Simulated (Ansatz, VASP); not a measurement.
## Cross-check of GaP between VASP and Ansatz

Aim: how closely do two programs agree when they are given the same cell, functional and k mesh? The cell is taken from a series of runs on this material, whose earlier steps may have relaxed, scaled, displaced or heated it; both programs get it as it stands.

Calculated with Ansatz 0.2.0; plane waves, with VASP 6.6.1 beside it; G0W0 gap at PBE, DFT+U.

### 1. Set-up

It takes space group F-43m (No. 216, cubic). The conventional cell has a = 5.451 Å, b = 5.451 Å, c = 5.451 Å, α = 90.00°, β = 90.00°, γ = 90.00°. Nearest to Ga lie 4 P at 2.36 Å. Nearest to P lie 4 Ga at 2.36 Å. Farther neighbours are not listed.

### 2. Ansatz: G0W0 gap, PBE, DFT+U

Ansatz runs on its PAW soft_1 files.

Quasiparticle shifts depend on high empty states and on the cores, so they are the hardest test of two PAW sets.

The input, input.yaml:

```yaml
crystal:
  lattice:
    - [0.0, 2.72525, 2.72525]
    - [2.72525, 0.0, 2.72525]
    - [2.72525, 2.72525, 0.0]
  atoms:
    - { symbol: Ga, position: [0.0, 0.0, 0.0] }
    - { symbol: P, position: [0.25, 0.25, 0.25] }
kpoints:
  mp_grid: { grid: [6, 6, 6] }
hamiltonian:
  xc: pbe
  hubbard:
    projectors: ortho-atomic
    sites: [{ species: Ga, l: d, u_eff: 5.0 }]
  pseudopotentials: { kind: paw, azcp: { folder: soft_1 } }
scf:
  occupations: { method: fixed }
gw:
  n_empty_bands: 168
  ecut_chi: 150.0
  qp_bands: [v2, c2]
  qp_kpoints: band_edges
  screening: { model: contour_deformation }
```

Started as:

```console
ansatz run input.yaml --threads 3 --pin off --max-ram 92160MiB --backend cuda --events-out ev --progress --plain --runs-dir out --devices 1 --max-vram 13GiB
```

Numbers of over 12 decimals in the logs are rounded to 6 here.

What it wrote:

```text
GPUs: using 1 of 1 available (devices: 1).
Engine: ansatz 0.2.0, x86_64-unknown-linux-gnu
Pseudopotentials: kind: paw
Pseudopotential: Ga, paw, valence charge 13, recommended cutoff 420 eV (normal), soft_1/Ga.paw.azcp
Pseudopotential: P, paw, valence charge 5, recommended cutoff 420 eV (normal), soft_1/P.paw.azcp
Functional definition: PBE
  parameter kappa = 0.804
  parameter beta = 0.066725
  exchange = pbe_x(kappa = kappa, mu = beta*pi^2/3)
  correlation = pbe_c(beta = beta)
device memory: the entry about to start is reckoned to put 0.4 GiB on a device that reports 51.7 GiB free (of which the cap on the GPU budget leaves the run 13.0 GiB)
GPU FFT provider: cuFFT
GPU libraries: cuBLAS 13.8.2, cuFFT 12.4.0, cuSOLVER 12.3.4
Crystal: 2 atoms, lattice volume = 40.481 Å³
Basis set: ecut = 420 eV, 749 PW (Γ)
Bands: 13, of which v1, the nominal top of the filled ones, is band 9 counted from 1 (8 counted from 0)
Symmetry: 24 space group operations
Space group: F-43m (ITA 216), of the structure as read, at distance tolerance 3.4e-5 Å
k-points: 16 of 216 (time reversal used)
Non-local potential: Ga, projectors of the file, l = 0: 2, l = 1: 2, l = 2: 3, l = 3: 1
Non-local potential: P, projectors of the file, l = 0: 2, l = 1: 2, l = 2: 1
PAW form: soft (Blöchl's): semilocal exchange-correlation on the pseudo side does not see the compensation charge
PAW one-centre angular grid: Ga, 590 points (default); XC on 64 Gauss nodes
PAW one-centre angular grid: P, 110 points (default); XC on 64 Gauss nodes
Initial density: superposition of atomic densities (chi_scale 0.1, normalization cell, long waves kept (reshape's long-wave potential 0.00 eV rms))
Initial wavefunctions: pseudopotential atomic-orbital guess
GPU buffer pool allocated for 19683 grid points (all kernels)
GPU transforms: local potential and band sums: pruned to the plane-wave sphere, on 25×25×25
Functional: x = pbe(κ = 0.804, μ = 0.219515), c = pbe(β = 0.066725)
SCF iter   1: F=—  HF=-4539.663340 eV  |F-HF|=—  |Δ(HF+E_count)|=         —  Δρ=4.74e-2  dr2=7.20e-1  ethr=3.10e-3  ⟨swp⟩=5.0  Hψ=1128  notcnv=0  defer=26
preconditioner: auto → none  [insulator: Δε(μ)=1.953 eV  Ē_g=16.723 eV  n_scr=14 (ndim 8)  ℏωp=24.8 eV  f_vac=0.000  ε∞_Penn≈3.2]
SCF iter   2: F=—  HF=-4539.520448 eV  |F-HF|=—  |Δ(HF+E_count)|=   1.43e-1  Δρ=2.18e-2  dr2=1.03e-1  ethr=3.10e-3  ⟨swp⟩=2.1  Hψ=398  notcnv=0  defer=25
SCF iter   3: F=—  HF=-4539.517126 eV  |F-HF|=—  |Δ(HF+E_count)|=   3.32e-3  Δρ=5.63e-3  dr2=1.17e-2  ethr=5.74e-4  ⟨swp⟩=3.0  Hψ=388  notcnv=0  defer=26
SCF iter   4: F=—  HF=-4539.514398 eV  |F-HF|=—  |Δ(HF+E_count)|=   2.73e-3  Δρ=1.92e-3  dr2=5.93e-4  ethr=6.47e-5  ⟨swp⟩=2.5  Hψ=403  notcnv=0  defer=27
SCF iter   5: F=—  HF=-4539.514100 eV  |F-HF|=—  |Δ(HF+E_count)|=   2.98e-4  Δρ=4.13e-4  dr2=2.97e-5  ethr=3.29e-6  ⟨swp⟩=2.0  Hψ=389  notcnv=0  defer=27
SCF iter   6: F=—  HF=-4539.514117 eV  |F-HF|=—  |Δ(HF+E_count)|=   1.74e-5  Δρ=3.49e-5  dr2=2.67e-7  ethr=1.65e-7  ⟨swp⟩=2.1  Hψ=269  notcnv=0  defer=17
SCF iter   7: F=-4539.514118 eV  HF=-4539.514118 eV  |F-HF|=1.62e-8  |Δ(HF+E_count)|=   2.90e-7  Δρ=4.87e-6  dr2=8.95e-9  ethr=5.56e-10  ⟨swp⟩=5.9  Hψ=1106  notcnv=0
SCF 1 converged in 7 iterations: F = -4539.514118 eV  dr2 = 8.95e-9
  greatest PAW one-centre occupation: 0.995 electrons in one spin orbital (limit 2), on the Ga atom at site 0 (counted from 0), in its partial waves of l = 2
device memory: the entry about to start is reckoned to put 0.5 GiB on a device that reports 51.7 GiB free (of which the cap on the GPU budget leaves the run 13.0 GiB)
NSCF: frozen V_eff on 16 k-points, pencils in batches of 32, up to order 52
the band table was solved once the SCF had ended and its energy, with any forces and stress, was formed, with the checks that follow a solve (1087 applications of the Hamiltonian). They found nothing against the state; the energy, forces and stress were not computed again (output.eigenvalues in the input reference)
device memory: the entry about to start is reckoned to put 2.6 GiB on a device that reports 51.2 GiB free (of which the cap on the GPU budget leaves the run 13.0 GiB)
NSCF: frozen V_eff on 16 k-points
G₀W₀ screening: q 1/16
[... further progress lines ...]
device memory: the entry about to start is reckoned to put 0.3 GiB on a device that reports 50.5 GiB free (of which the cap on the GPU budget leaves the run 13.0 GiB)
NSCF: frozen V_eff on 1 k-points
device memory: the entry about to start is reckoned to put 0.3 GiB on a device that reports 50.4 GiB free (of which the cap on the GPU budget leaves the run 13.0 GiB)
NSCF: frozen V_eff on 1 k-points
SCF converged after 7 iterations
Free energy (F): -4539.514118 eV
Harris-Foulkes:  -4539.514118 eV  (|F-HF|=1.62e-8)
Internal energy: -4539.514118 eV  (E = F + TS)
E sigma→0 (E₀):  -4539.514118 eV
Fermi energy:    7.062282 eV
--- Per-component energies (eV) ---
  E_band       = -82.716793
  E_kinetic    = 180.930341
  E_local      = -1676.616217  (includes V_loc(G=0)·N_el)
  E_nonlocal   = -59.879246
  E_hartree    = 1015.717603
  E_xc         = -136.323493
  E_vxc        = -117.143109  (∫ρ·V_xc dr)
  E_hubbard    = 0.022645  (on-site DFT+U / exact-exchange correction)
  E_vhub       = -24.932039  (the Hubbard potential's part of the band-sum identity)
  E_paw        = -2550.720594  (= ΣΔE_a)
  E_vpaw       = -416.509420  (= ΣTr[D̂ρ^β])
  E_aug_tail   = -0.000212  (compensation charges beyond the density's cutoff)
  E_ewald      = -1312.644944
  E_smearing   = -0.000000  (= −TS)
  E_closure    = -0.000000  (closes the sum)
  Σ components = -4539.514118   (vs F -4539.514118, Δ=0.00e0)
--- Band table (eV; the first three rows and the last of 16) ---
  k-point 0: bands = [... 5 lower, -5.4111, 7.0623, 7.0623, 7.0623, 8.9135, 10.9645, 10.9645, 10.9645]
  k-point 1: bands = [... 5 lower, -5.0676, 4.6800, 6.6935, 6.6935, 9.4969, 11.5119, 11.5119, 12.1055]
  k-point 2: bands = [... 5 lower, -4.1440, 1.8643, 6.1608, 6.1608, 8.9803, 11.8872, 11.8872, 14.6772]
  k-point 15: bands = [... 5 lower, -2.4362, 0.4762, 3.6941, 3.8152, 10.5512, 10.7267, 14.6298, 14.6513]
Occupation matrices written to <dir>
--- G₀W₀: contour deformation, 7 samples at zero and on the imaginary axis and 2 off it, 216 q-points, 168 empty bands' worth ---
  eigenvalues of the whole cell's RPA ε∞ on this k-mesh (on a slab, of 1 + 4πα/V) = 12.0496, 12.0496, 12.0496; static W/v taken at q = 0 is 0.082990
  bands read: the sum over 177 bands ends inside a degenerate multiplet in 4 slots, whose members it reads at an even weight; the widest, k=0: bands 177 to 179 (counted from 1) at 1/3 each
  gw.qp_kpoints: band_edges: 9 of 16 stored k-points solved, in 1 pass; an edge of the gap read off the rows below is read off those points alone
    valence top: of the k-points left out ik 8 came nearest to being solved in a further pass, in band 9 (counted from 1, as in the quasiparticle table): it holds the edge there only if its correction is more favourable than any solved in that band by at least 0.509 eV; those differ by 0.114 eV
    conduction bottom: of the k-points left out ik 11 came nearest to being solved in a further pass, in band 10 (counted from 1, as in the quasiparticle table): it holds the edge there only if its correction is more favourable than any solved in that band by at least 0.859 eV; those differ by 0.336 eV
    ik  band        ε_KS         Σx   Σc(E_QP)       V_xc       Z   E_QP_lin       E_QP  E_QP is
     0     8      7.0623   -16.9665     1.1312   -15.2613  0.7652     6.4848     6.4883  root
     0     9      7.0623   -16.9665     1.1312   -15.2613  0.7652     6.4848     6.4883  root
     0    10      8.9135   -10.7665    -4.2038   -15.2314  0.7782     9.1754     9.1747  root
     0    11     10.9645    -7.4524    -4.3957   -12.0164  0.7734    11.1333    11.1329  root
     1     8      6.6935   -16.6733     1.2258   -14.8591  0.7639     6.1011     6.1050  root
     1     9      6.6935   -16.6733     1.2258   -14.8591  0.7639     6.1011     6.1050  root
     1    10      9.4969    -9.4647    -4.2016   -13.8865  0.7772     9.7177     9.7171  root
     1    11     11.5119    -7.5706    -4.5727   -12.3215  0.7655    11.6906    11.6901  root
     2     8      6.1608   -16.5096     1.4396   -14.4517  0.7605     5.5376     5.5425  root
     2     9      6.1608   -16.5096     1.4396   -14.4517  0.7605     5.5376     5.5425  root
     2    10      8.9803    -9.2325    -4.0294   -13.4414  0.7821     9.1601     9.1597  root
     2    11     11.8872    -7.1839    -4.6779   -12.0227  0.7623    12.0486    12.0482  root
     3     8      5.9507   -16.4863     1.5323   -14.3232  0.7589     5.3145     5.3199  root
     3     9      5.9507   -16.4863     1.5323   -14.3232  0.7589     5.3145     5.3199  root
     3    10      8.7534    -9.3355    -3.9608   -13.4650  0.7832     8.9223     8.9220  root
     3    11     11.7910    -6.9706    -4.6197   -11.7326  0.7656    11.9337    11.9333  root
     4     8      6.0649   -16.2560     1.4185   -14.2223  0.7605     5.4448     5.4497  root
     4     9      6.0649   -16.2560     1.4185   -14.2223  0.7605     5.4448     5.4497  root
     4    10      9.8532    -7.9275    -4.1485   -12.2313  0.7790    10.0087    10.0084  root
     4    11     10.8829    -9.2686    -4.4607   -13.8870  0.7673    11.0410    11.0406  root
     6     8      4.5057   -15.9470     1.9272   -13.3783  0.7452     3.8562     3.8642  root
     6     9      5.4460   -16.2207     1.7015   -13.8681  0.7548     4.7886     4.7950  root
     6    10      9.8156    -8.5380    -4.1375   -12.8090  0.7782     9.9493     9.9490  root
     6    11     11.7556    -7.4581    -4.6875   -12.2810  0.7601    11.8914    11.8910  root
[...]
10     8      3.7635   -15.5141     2.3198   -12.5116  0.7322     3.0693     3.0808  root
    10     9      4.6950   -16.0203     2.0106   -13.3306  0.7461     4.0075     4.0159  root
    10    10      9.1325    -7.3752    -3.9119   -11.3076  0.7874     9.1530     9.1530  root
    10    11     10.6169    -7.6131    -4.3559   -12.0582  0.7725    10.7061    10.7059  root
    12     8      4.3916   -15.9637     2.1396   -13.1365  0.7419     3.6946     3.7040  root
    12     9      4.3916   -15.9637     2.1396   -13.1365  0.7419     3.6946     3.7040  root
    12    10      8.7259    -6.8202    -3.7750   -10.5208  0.7930     8.6516     8.6515  root
    12    11      8.8994    -7.8622    -3.8998   -11.8405  0.7853     8.9780     8.9780  root
```

The column dr2 measures how far the density is from self-consistency, as an energy; F and HF (Harris–Foulkes) agree once it is small.

[end of part 1 of 2]

[Lines on the potential files, build, host, timing and source positions are cut from VASP's logs without a mark.]

[Logs are printed without paths, hosts, clocks, repeated set-up lines and the standing remarks that a program may print on its own settings, such as how far it seeks lower states.]

[Hosts, paths, dates, database ids (printed as entryN), source tags and the programs' standing remarks are cut or masked in the printed files.]
